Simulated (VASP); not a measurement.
Input:

```
Al2Pt
1.0
    0.00000     2.81616     2.81616
    2.81616     0.00000     2.81616
    2.81616     2.81616     0.00000
Al Pt
2 1
Direct
  0.25000   0.25000   0.25000
  0.75000   0.75000   0.75000
  0.00000   0.00000   0.00000
```

These are PBE GGA, VASP's PBE PAW potentials (set 64) (plane waves; VASP 6.6.1) values and carry that method's errors. Numerical set-up: 500 eV cut-off, 9×9×9 Γ-centred mesh, first-order Methfessel-Paxton smearing of 0.10 eV, potentials Al Pt.

Energy and stress use the plane-wave basis of the starting cell.

Question: The ions, cell shape and volume at an external pressure of 45.0 GPa are relaxed. What does this cell relax into?

Answer: 
```
Al2Pt
1.0
    0.00000     2.76624     2.76624
    2.76624     0.00000     2.76624
    2.76624     2.76624     0.00000
Al Pt
2 1
Direct
  0.25000   0.25000   0.25000
  0.75000   0.75000   0.75000
  0.00000   0.00000   0.00000
```
Space group Fm-3m (225), at a tolerance of 0.03 Å.

Question: How do energy and volume change from the first to the last step?

Answer: The energy (σ→0) changes by +180.2 meV/atom and the volume by -5.2 %, in 4 ionic steps.

```
step  E(σ→0) (eV)  max force (eV/Å)  pressure (GPa)  volume (Å³)
----  -----------  ----------------  --------------  -----------
1        -15.6298             0.000           29.98        44.67
2        -12.3259             0.000          107.48        36.24
3        -15.1236             0.000           43.97        42.46
4        -15.0892             0.000           44.89        42.33
```

The compound is PtAl2 in the fluorite structure. This run relaxes it under an external pressure of 45 GPa. Symmetry was kept, so distortions that lower it aren't found.
